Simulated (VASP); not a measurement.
Given:

```xyz
3
Lattice="1.7982 -3.1145 0.0000 1.7982 3.1145 0.0000 0.0000 0.0000 7.1194" Properties=species:S:1:pos:R:3 pbc="T T T"
Pt     0.0000     0.0000     0.0000
S      1.7982     1.0382     1.2279
S      1.7982    -1.0382     5.8916
```

Method: RPBE GGA, VASP's PBE PAW potentials (set 64) (plane waves; VASP). Run with 520 eV cut-off, Gaussian smearing of 0.050 eV, potentials Pt S.

Without a dispersion term in the relaxation, distances and binding between the weakly bound layers, chains or molecules are unreliable, and so is what depends on them. Unless said otherwise, spin-orbit coupling is left out, though it shifts the bands of the heavy elements here.

**Question.** Give the energies of bands 3 to 14 at the high-symmetry points, in eV from the valence-band maximum.

**Answer.** 
| band | Γ | M | K | A | L | H |
|---|---|---|---|---|---|---|
| 3 | -5.48 | -6.21 | -5.29 | -5.48 | -6.22 | -5.28 |
| 4 | -5.48 | -4.89 | -5.03 | -5.48 | -4.89 | -5.03 |
| 5 | -5.14 | -3.95 | -5.03 | -5.06 | -3.94 | -5.03 |
| 6 | -2.83 | -3.70 | -3.43 | -2.83 | -3.73 | -3.42 |
| 7 | -2.83 | -2.19 | -3.43 | -2.83 | -2.19 | -3.42 |
| 8 | -0.89 | -2.13 | -2.46 | -0.83 | -2.14 | -2.46 |
| 9 | -0.48 | -2.05 | -2.19 | -0.77 | -2.04 | -2.22 |
| 10 | -0.35 | -1.71 | -0.77 | -0.35 | -1.73 | -0.79 |
| 11 | -0.35 | -1.44 | -0.77 | -0.35 | -1.33 | -0.79 |
| 12 | 3.08 | 2.66 | 2.04 | 3.08 | 2.71 | 2.14 |
| 13 | 3.08 | 2.89 | 2.04 | 3.08 | 2.86 | 2.14 |
| 14 | 5.26 | 5.59 | 6.64 | 5.95 | 5.48 | 6.94 |

The gap is indirect, 1.70 eV, from the valence maximum at K-Γ at 0.56 to the conduction minimum at A-L at 0.44.

The compound is PtS2 in the 1T layered structure. It was relaxed first, which changed the volume by +46 %.
